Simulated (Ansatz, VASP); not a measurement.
# TaN: VASP beside Ansatz, part 2 of 2

Aim: how closely do two programs agree when they are given the same cell, functional and k mesh? The cell is taken from a series of runs on this material, whose earlier steps may have relaxed, scaled, displaced or heated it; both programs get it as it stands.

VASP 6.6.1 and Ansatz 0.2.0.

So far: The structure; Ansatz: zone-centre phonons, PBEsol; VASP: zone-centre phonons, PBEsol.

### 3. VASP: zone-centre phonons, PBEsol (continued)

Level of this step: PBEsol; plane waves and PAW (N, Ta_pv) (VASP).

Numbers of over 12 decimals in the logs are rounded to 6 here.

OUTCAR, selected parts (step 3):

```text
ion  position               nearest neighbor table
   1  0.500  0.000  0.000-   5 2.05   6 2.05   5 2.05   6 2.05   4 2.53   4 2.53
   2  0.500  0.500  0.000-   5 2.05   6 2.05   5 2.05   6 2.05   4 2.53   4 2.53
   3  0.000  0.500  0.000-   5 2.05   6 2.05   5 2.05   6 2.05   4 2.53   4 2.53
   4  0.000  0.000  0.000-   1 2.53   1 2.53   3 2.53   3 2.53   2 2.53   2 2.53   6 3.26   5 3.26
                             6 3.26   5 3.26   6 3.26   5 3.26   5 3.26   6 3.26   5 3.26   5 3.26
   5  0.333  0.667  0.500-   3 2.05   3 2.05   1 2.05   1 2.05   2 2.05   2 2.05   6 2.93   6 2.93
                             6 2.93   4 3.26   4 3.26   4 3.26   4 3.26   4 3.26   4 3.26
   6  0.667  0.333  0.500-   3 2.05   3 2.05   1 2.05   1 2.05   2 2.05   2 2.05   5 2.93   5 2.93
                             5 2.93   4 3.26   4 3.26   4 3.26   4 3.26   4 3.26   4 3.26

  LATTYP: Found a hexagonal cell.
 ALAT       =     5.0685345510
 C/A-ratio  =     0.5676119342

 Subroutine GETGRP returns: Found 24 space group operations
 (whereof 24 operations were pure point group operations)

The static configuration has the point symmetry D_6h.

 Found     84 irreducible k-points:

   k-points           NKPTS =     84   k-points in BZ     NKDIM =     84   number of bands    NBANDS=     30

   dimension x,y,z NGX =    40 NGY =   40 NGZ =   24
   dimension x,y,z NGXF=    80 NGYF=   80 NGZF=   48

   ENCUT  =  600.0 eV  44.10 Ry    6.64 a.u.  10.12 10.12  5.75*2*pi/ulx,y,z

   NELECT =      48.0000    total number of electrons

 k-points in reciprocal lattice and weights: Automatic mesh
   0.00000000  0.00000000  0.00000000       0.001
   0.11111111 -0.00000000  0.00000000       0.006
   0.22222222 -0.00000000  0.00000000       0.006
   0.33333333  0.00000000  0.00000000       0.006
   0.44444444 -0.00000000  0.00000000       0.006
   0.11111111  0.11111111  0.00000000       0.006
   0.22222222  0.11111111  0.00000000       0.012
   0.33333333  0.11111111  0.00000000       0.012
   0.44444444  0.11111111  0.00000000       0.006
[...]
-----------------------------------------------------------------------------------
    total drift:                               -0.000000      0.000000     -0.000000

 Eigenvectors and eigenvalues of the dynamical matrix
 ----------------------------------------------------

   1 f  =   30.165066 THz   189.532699 2PiTHz 1006.198292 cm-1   124.752632 meV
             X         Y         Z           dx          dy          dz
      2.534267  0.000000  0.000000    -0.000000   -0.577350   -0.000000
      1.267134  2.194740  0.000000    -0.500000    0.288675   -0.000000
     -1.267134  2.194740  0.000000     0.500000    0.288675   -0.000000
      0.000000  0.000000  0.000000    -0.000000    0.000000    0.000000
     -0.000000  2.926320  1.438480    -0.000000    0.000000   -0.000000
      2.534267  1.463160  1.438480    -0.000000    0.000000   -0.000000

   2 f  =   24.396899 THz   153.290237 2PiTHz  813.792955 cm-1   100.897422 meV
             X         Y         Z           dx          dy          dz
      2.534267  0.000000  0.000000    -0.000000    0.796135    0.000000
      1.267134  2.194740  0.000000    -0.382355    0.133876   -0.000000
     -1.267134  2.194740  0.000000     0.382356    0.133876    0.000000
      0.000000  0.000000  0.000000    -0.000000   -0.022407   -0.000000
     -0.000000  2.926320  1.438480    -0.000000   -0.136802    0.000000
      2.534267  1.463160  1.438480    -0.000000   -0.136802   -0.000000

   3 f  =   24.396899 THz   153.290237 2PiTHz  813.792955 cm-1   100.897422 meV
             X         Y         Z           dx          dy          dz
      2.534267  0.000000  0.000000    -0.086877   -0.000000   -0.000000
      1.267134  2.194740  0.000000     0.575383   -0.382356    0.000000
     -1.267134  2.194740  0.000000     0.575382    0.382355   -0.000000
      0.000000  0.000000  0.000000    -0.022407    0.000000   -0.000000
     -0.000000  2.926320  1.438480    -0.136802    0.000000   -0.000000
      2.534267  1.463160  1.438480    -0.136802    0.000000   -0.000000

   4 f  =   20.516488 THz   128.908895 2PiTHz  684.356368 cm-1    84.849337 meV
             X         Y         Z           dx          dy          dz
      2.534267  0.000000  0.000000    -0.000000    0.000000   -0.092720
      1.267134  2.194740  0.000000    -0.000000    0.000000    0.748893
     -1.267134  2.194740  0.000000    -0.000000   -0.000000   -0.656173
      0.000000  0.000000  0.000000     0.000000    0.000000   -0.000000
     -0.000000  2.926320  1.438480     0.000000    0.000000    0.000000
      2.534267  1.463160  1.438480     0.000000    0.000000    0.000000

   5 f  =   20.516488 THz   128.908895 2PiTHz  684.356368 cm-1    84.849337 meV
             X         Y         Z           dx          dy          dz
      2.534267  0.000000  0.000000     0.000000   -0.000000   -0.811215
      1.267134  2.194740  0.000000    -0.000000    0.000000    0.325310
     -1.267134  2.194740  0.000000    -0.000000   -0.000000    0.485905
      0.000000  0.000000  0.000000     0.000000    0.000000    0.000000
     -0.000000  2.926320  1.438480     0.000000   -0.000000   -0.000000
      2.534267  1.463160  1.438480     0.000000   -0.000000   -0.000000

   6 f  =   20.224841 THz   127.076426 2PiTHz  674.628088 cm-1    83.643185 meV
             X         Y         Z           dx          dy          dz
      2.534267  0.000000  0.000000     0.000000   -0.000000    0.552046
      1.267134  2.194740  0.000000     0.000000   -0.000000    0.552046
     -1.267134  2.194740  0.000000    -0.000000   -0.000000    0.552046
      0.000000  0.000000  0.000000     0.000000    0.000000   -0.053630
     -0.000000  2.926320  1.438480     0.000000    0.000000   -0.203542
      2.534267  1.463160  1.438480    -0.000000   -0.000000   -0.203542

   7 f  =    7.632487 THz    47.956332 2PiTHz  254.592374 cm-1    31.565417 meV
             X         Y         Z           dx          dy          dz
      2.534267  0.000000  0.000000    -0.000000   -0.000000    0.000000
      1.267134  2.194740  0.000000    -0.000000   -0.000000    0.000000
     -1.267134  2.194740  0.000000    -0.000000    0.000000   -0.000000
      0.000000  0.000000  0.000000    -0.000000   -0.000000    0.000000
     -0.000000  2.926320  1.438480     0.000011    0.707107    0.000000
      2.534267  1.463160  1.438480    -0.000011   -0.707107    0.000000

   8 f  =    7.632487 THz    47.956332 2PiTHz  254.592374 cm-1    31.565417 meV
             X         Y         Z           dx          dy          dz
      2.534267  0.000000  0.000000     0.000000    0.000000   -0.000000
      1.267134  2.194740  0.000000     0.000000    0.000000    0.000000
     -1.267134  2.194740  0.000000     0.000000    0.000000    0.000000
      0.000000  0.000000  0.000000     0.000000   -0.000000   -0.000000
     -0.000000  2.926320  1.438480     0.707107   -0.000011   -0.000000
      2.534267  1.463160  1.438480    -0.707107    0.000011    0.000000

   9 f  =    6.155311 THz    38.674958 2PiTHz  205.319068 cm-1    25.456309 meV
             X         Y         Z           dx          dy          dz
      2.534267  0.000000  0.000000     0.000000    0.000000   -0.000000
      1.267134  2.194740  0.000000     0.000000   -0.000000   -0.000000
     -1.267134  2.194740  0.000000    -0.000000   -0.000000   -0.000000
      0.000000  0.000000  0.000000     0.000000   -0.000000    0.000000
     -0.000000  2.926320  1.438480    -0.000000    0.000000   -0.707107
      2.534267  1.463160  1.438480    -0.000000    0.000000    0.707107

  10 f  =    5.510773 THz    34.625210 2PiTHz  183.819612 cm-1    22.790717 meV
             X         Y         Z           dx          dy          dz
      2.534267  0.000000  0.000000    -0.000009    0.037526   -0.000000
      1.267134  2.194740  0.000000    -0.186579   -0.285639   -0.000000
     -1.267134  2.194740  0.000000     0.186575   -0.285630    0.000000
      0.000000  0.000000  0.000000    -0.000016   -0.661258   -0.000000
     -0.000000  2.926320  1.438480     0.000010    0.405298    0.000000
      2.534267  1.463160  1.438480     0.000010    0.405298   -0.000000

  11 f  =    5.510773 THz    34.625210 2PiTHz  183.819612 cm-1    22.790717 meV
             X         Y         Z           dx          dy          dz
      2.534267  0.000000  0.000000     0.393355    0.000001   -0.000000
      1.267134  2.194740  0.000000     0.070190    0.186570   -0.000000
     -1.267134  2.194740  0.000000     0.070199   -0.186584   -0.000000
      0.000000  0.000000  0.000000     0.661258   -0.000016   -0.000000
     -0.000000  2.926320  1.438480    -0.405298    0.000010    0.000000
      2.534267  1.463160  1.438480    -0.405298    0.000010   -0.000000

  12 f  =    3.752695 THz    23.578876 2PiTHz  125.176421 cm-1    15.519891 meV
             X         Y         Z           dx          dy          dz
      2.534267  0.000000  0.000000     0.000000    0.000000   -0.068076
      1.267134  2.194740  0.000000     0.000000    0.000000   -0.068076
     -1.267134  2.194740  0.000000    -0.000000   -0.000000   -0.068076
      0.000000  0.000000  0.000000     0.000000    0.000000    0.829327
     -0.000000  2.926320  1.438480     0.000000    0.000000   -0.386209
      2.534267  1.463160  1.438480     0.000000   -0.000000   -0.386209

  13 f  =    0.003731 THz     0.023444 2PiTHz    0.124461 cm-1     0.015431 meV
             X         Y         Z           dx          dy          dz
      2.534267  0.000000  0.000000     0.083187    0.130333    0.000000
      1.267134  2.194740  0.000000     0.083196    0.130142    0.000000
     -1.267134  2.194740  0.000000     0.083357    0.130245    0.000000
      0.000000  0.000000  0.000000     0.299913    0.469215    0.000000
     -0.000000  2.926320  1.438480     0.299426    0.468455    0.000000
      2.534267  1.463160  1.438480     0.299426    0.468455    0.000000
    [... 43 further lines ...]
     -0.000000  2.926320  1.438480     0.000000   -0.000000   -0.000000
      2.534267  1.463160  1.438480     0.000000   -0.000000    0.000000

 ELASTIC MODULI CONTR FROM IONIC RELAXATION (kBar)
 Direction    XX          YY          ZZ          XY          YZ          ZX
 --------------------------------------------------------------------------------
 XX        -312.6684    312.6684      0.0000      0.0000      0.0000      0.0000
 YY         312.6684   -312.6684      0.0000     -0.0000     -0.0000      0.0000
 ZZ           0.0000      0.0000      0.0000      0.0000      0.0000      0.0000
 XY           0.0000     -0.0000      0.0000   -312.6684      0.0000      0.0000
 YZ           0.0000     -0.0000      0.0000      0.0000     -0.0000      0.0000
 ZX           0.0000      0.0000      0.0000      0.0000      0.0000      0.0000
 --------------------------------------------------------------------------------
```

### 4. Side by side

Known differences besides the potentials themselves: the data sets hold 54 valence electrons in Ansatz (on its PAW soft_1 files) and 48 in VASP; the cutoff is 420 eV in Ansatz and 600 eV in VASP; Ansatz makes its cores anew for this functional, VASP keeps those of its PBE data sets. Total energies have different zeros and are not compared.

Compared:

```csv
quantity,Ansatz,VASP,difference
"optical mode 1 (imaginary, printed as negative) (cm⁻¹)",-591.7,-594.7,+3.0
"optical mode 2 to 3 (imaginary, printed as negative) (cm⁻¹)",-237.4,-241.5,+4.1
optical mode 4 (cm⁻¹),125.5,125.2,+0.29 %
optical mode 5 to 6 (cm⁻¹),186.3,183.8,+1.34 %
optical mode 7 (cm⁻¹),203.8,205.3,-0.76 %
optical mode 8 to 9 (cm⁻¹),253.8,254.6,-0.33 %
optical mode 10 (cm⁻¹),669.4,674.6,-0.77 %
optical mode 11 to 12 (cm⁻¹),677.0,684.4,-1.08 %
optical mode 13 to 14 (cm⁻¹),807.1,813.8,-0.82 %
optical mode 15 (cm⁻¹),999.0,1006.2,-0.72 %
```

Modes are paired by rising frequency, not by their patterns, so a pair may set unlike modes beside each other; they are those without the splitting of longitudinal modes.

### 5. Summary of results

```yaml
r_m_s_difference_of_the_optical_zone_centre_modes_each_program_s_sorted_by_frequency_zone_centre_phonons_pbesol: 4.7 cm⁻¹
difference_in_optical_mode_5_to_6_zone_centre_phonons_pbesol: +1.3 %
```

In words: The r.m.s. difference of the optical zone-centre modes, each program's sorted by frequency is 4.7 cm⁻¹ (zone-centre phonons, PBEsol). The data sets hold unlike numbers of valence electrons (54 in Ansatz and 48 in VASP), so part of the differences may come from the potentials. Among the rows given in per cent, the largest difference of the zone-centre phonons, PBEsol pair is in optical mode 5 to 6, +1.3 %. How closely two codes agree says nothing of how well the functional describes the real material.

[Lines on the potential files, build, host, timing and source positions are cut from VASP's logs without a mark.]

[Logs are printed without paths, hosts, clocks, repeated set-up lines and the standing remarks that a program may print on its own settings, such as how far it seeks lower states.]

[Hosts, paths, dates, database ids (printed as entryN), source tags and the programs' standing remarks are cut or masked in the printed files.]
